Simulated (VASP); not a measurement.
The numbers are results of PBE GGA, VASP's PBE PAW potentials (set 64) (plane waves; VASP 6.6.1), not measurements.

VASP ran on this input.

### INCAR
```
SYSTEM = ZrC
PREC = Accurate; ENCUT = 520; LREAL = F
LASPH = T
EDIFF = 1E-7; NELM = 100; ALGO = Normal
LMAXMIX = 4
ISMEAR = 1; SIGMA = 0.1
GGA = PE
ISIF = 2
LWAVE = F; LCHARG = F
```

**KPOINTS**
```
Automatic
0
gamma
  13 13 13
0 0 0
```

POSCAR:
```
ZrC
4.7576070
  0.0000000000   0.4999999739   0.4999999739
  0.4999999739   0.0000000000   0.4999999739
  0.4999999739   0.4999999739   0.0000000000
Zr C
1 1
Cart
  0.0000000000   0.0000000000   0.0000000000
  0.4999999739   0.4999999739   0.4999999739
```

POTCAR, in this order: Zr_sv C (PBE.64 set). Program: vasp_std.

What does the run give for the energy per atom (σ→0), pressure, band gap (on the k-mesh)?

| Item | Result |
|---|---|
| energy per atom (σ→0) | -9.723 eV/atom |
| band gap (on the k-mesh) | none (metal, semimetal or under 0.01 eV) |
| pressure | -6.22 GPa |

File OSZICAR:
```
...
DAV:   8    -0.194501381177E+02    0.10618E-01   -0.15287E-01  2204   0.366E+00    0.128E+00
DAV:   9    -0.194462507203E+02    0.38874E-02   -0.30582E-02  2500   0.119E+00    0.441E-01
DAV:  10    -0.194466142056E+02   -0.36349E-03   -0.20453E-03  2376   0.576E-01    0.314E-01
DAV:  11    -0.194464285061E+02    0.18570E-03   -0.70462E-04  2240   0.209E-01    0.173E-02
DAV:  12    -0.194464276063E+02    0.89981E-06   -0.12655E-05  2896   0.381E-02    0.109E-02
DAV:  13    -0.194464272210E+02    0.38528E-06   -0.54684E-07  2428   0.671E-03    0.101E-03
DAV:  14    -0.194464272334E+02   -0.12385E-07   -0.17730E-08  1248   0.125E-03
   1 F= -.19446427E+02 E0= -.19446365E+02  d E =-.185763E-03
```

The compound is ZrC in the rock salt structure. This cell is one point of a volume scan, at 1.03 of the reference volume.
